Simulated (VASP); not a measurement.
Given:

```
ZnF2
1.0
    4.73121     0.00000     0.00000
    0.00000     4.73121     0.00000
    0.00000     0.00000     3.15400
Zn F
2 4
Direct
  0.00000   0.00000   0.00000
  0.50000   0.50000   0.50000
  0.30312   0.30312   0.00000
  0.80312   0.19688   0.50000
  0.19688   0.80312   0.50000
  0.69688   0.69688   0.00000
```

These are vdW-DF-cx, VASP's PBE PAW potentials (set 64) (plane waves; VASP) values and carry that method's errors. Numerical set-up: 520 eV cut-off, Gaussian smearing of 0.050 eV, potentials Zn F.

Question: Estimate the band gap (along the path) with the smallest direct gap where there is one.

Answer: 
```json
{
 "band gap (along the path)": "3.49 eV",
 "smallest direct gap (along the path)": "3.49 eV"
}
```

Total energies compare only between runs with the same potentials, cut-off and functional.

The compound is ZnF2 in the rutile structure. It was relaxed first.
